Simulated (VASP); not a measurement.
**Mg6GaCo under changes of volume**

One of the cells (19.369 Å³/atom); the others are scaled copies at fixed shape and fractional positions:

```
Ga Co Mg
1.0
     4.84324    0.00000    0.00000
     0.00000    3.05126    5.24264
     0.00000   -3.05126    5.24264
Ga Co Mg
1 1 6
Cartesian
  2.4216 0.0000 7.0715
  0.0000 0.0000 8.7290
  2.4216 0.0000 1.7484
  2.4216 1.6123 4.2925
  2.4216 -1.6123 4.2925
  0.0000 0.0000 3.5030
  0.0000 1.4982 6.1520
  0.0000 -1.4982 6.1520
```

The cell comes from a database or a generator and needn't be the stable form of this composition.

```yaml
Program: VASP 6.6.1
Functional: PBE
Potentials_or_basis: VASP PAW PBE potentials, release 64 (Ga_d, Co, Mg)
Cutoff: 520 eV
k_mesh: 6 × 5 × 5
Occupations: fermi-dirac, width 0.05 eV
Spin: collinear spin, ferromagnetic start
Starting_moments: "[0.0, 2.0, 0.0, 0.0, 0.0, 0.0, 0.0, 0.0] μB"
```

| volume (Å³/atom) | energy over the lowest point (meV/atom) | pressure (GPa) | moment (μB per cell) | largest force (eV/Å) |
| --- | --- | --- | --- | --- |
| 17.850 | 11.69 | 3.5 | 0.45 | 0.058 |
| 18.230 | 4.96 | 2.3 | 0.57 | 0.053 |
| 18.609 | 0.91 | 1.2 | 0.68 | 0.048 |
| 19.369 | 0.00 | -0.7 | 0.85 | 0.042 |
| 19.749 | 2.72 | -1.5 | 0.91 | 0.057 |
| 20.129 | ? | ? | ? | ? |

Question: What does the run at 20.129 Å³/atom give?

Answer: Energy over the lowest point 7.30 meV/atom; pressure -2.3 GPa; moment 0.96 μB per cell; largest force 0.069 eV/Å.

Worked out: A Birch-Murnaghan fit of order 3 (a polynomial in V^(-2/3)) to the other rows has its minimum at 19.06 Å³/atom with B0 = V·E''(V) = 47 GPa and B' = 3.5 at fixed shape and positions, which overstates the stiffness. It gives 7.33 meV/atom at 20.129 Å³/atom, against the run's 7.30, and -dE/dV = -2.3 GPa, against -2.3. A parabola through the other rows of the moment, of slope 0.102 μB per Å³/atom there, extrapolates to 0.96 μB, against the run's 0.96.

Energies are extrapolated to zero smearing.
